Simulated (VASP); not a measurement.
All values below come from optB88-vdW, VASP's PBE PAW potentials (set 64) (plane waves; VASP).

VASP input:

### INCAR
```
SYSTEM = NaI
PREC = Accurate; ENCUT = 520; LREAL = .FALSE.
LASPH = .TRUE.
EDIFF = 1E-7; NELM = 100; ALGO = Normal
LMAXMIX = 4
ISMEAR = 0; SIGMA = 0.05
GGA = BO; LUSE_VDW = .TRUE.; AGGAC = 0.0
PARAM1 = 0.1833333333; PARAM2 = 0.22
ISIF = 2
LWAVE = .FALSE.; LCHARG = .FALSE.
```

**KPOINTS**
```
Automatic mesh
0
Gamma
7 7 7
0 0 0
```

File POSCAR:
```
NaI
1
    0.0000000000     3.2211626071     3.2211626071
    3.2211626071     0.0000000000     3.2211626071
    3.2211626071     3.2211626071     0.0000000000
Na I
1 1
Direct
  0.0000000000   0.0000000000   0.0000000000
  0.5000000000   0.5000000000   0.5000000000
```

POTCAR, in this order: Na_pv I (PBE.64 set). Program: vasp_std.

The resulting files:

**OSZICAR**
```
       N       E                     dE             d eps       ncg     rms          rms(c)
DAV:   1     0.819281373690E+02    0.81928E+02   -0.70335E+03   440   0.117E+03
DAV:   2     0.527229839361E+01   -0.76656E+02   -0.71587E+02   484   0.227E+02
DAV:   3    -0.127473966516E+01   -0.65470E+01   -0.65052E+01   542   0.681E+01
DAV:   4    -0.146290653465E+01   -0.18817E+00   -0.18804E+00   520   0.125E+01
DAV:   5    -0.146854061295E+01   -0.56341E-02   -0.56339E-02   541   0.222E+00    0.139E+00
DAV:   6    -0.139724686640E+01    0.71294E-01   -0.10803E-01   509   0.191E+00    0.899E-01
DAV:   7    -0.138839622732E+01    0.88506E-02   -0.76203E-02   509   0.163E+00    0.536E-01
DAV:   8    -0.139060987469E+01   -0.22136E-02   -0.47882E-03   455   0.759E-01    0.148E-01
DAV:   9    -0.139055952269E+01    0.50352E-04   -0.15025E-04   512   0.133E-01    0.424E-02
DAV:  10    -0.139056827134E+01   -0.87487E-05   -0.39661E-05   494   0.672E-02    0.102E-02
DAV:  11    -0.139056799301E+01    0.27833E-06   -0.53240E-06   467   0.224E-02    0.249E-03
DAV:  12    -0.139056814717E+01   -0.15416E-06   -0.40357E-07   506   0.530E-03    0.133E-03
DAV:  13    -0.139056819653E+01   -0.49358E-07   -0.73166E-09   256   0.916E-04
   1 F= -.13905682E+01 E0= -.13905682E+01  d E =-.396096E-13
```

OUTCAR:
```
------------------------ aborting loop because EDIFF is reached ----------------------------------------
  FORCE on cell =-STRESS in cart. coord.  units (eV):
  Direction    XX          YY          ZZ          XY          YZ          ZX
  --------------------------------------------------------------------------------------
  Total       -0.0218401     -0.0218401     -0.0218401      0.0000000      0.0000000      0.0000000
  in kB       -0.5234758     -0.5234758     -0.5234758      0.0000000      0.0000000      0.0000000
  external PRESSURE =      -0.5234758 kB  Pullay stress =       0.0000000 kB
  volume of cell :       66.84
      direct lattice vectors                 reciprocal lattice vectors
     0.000000000  3.221162607  3.221162607    -0.155223458  0.155223458  0.155223458
     3.221162607  0.000000000  3.221162607     0.155223458 -0.155223458  0.155223458
     3.221162607  3.221162607  0.000000000     0.155223458  0.155223458 -0.155223458
  FREE ENERGIE OF THE ION-ELECTRON SYSTEM (eV)
  ---------------------------------------------------
  free  energy   TOTEN  =        -1.3905681965 eV

  energy  without entropy=       -1.3905681965  energy(sigma->0) =       -1.39056820
```
(Selected blocks of OUTCAR.)

The compound is NaI in the rock salt structure. It was relaxed first.
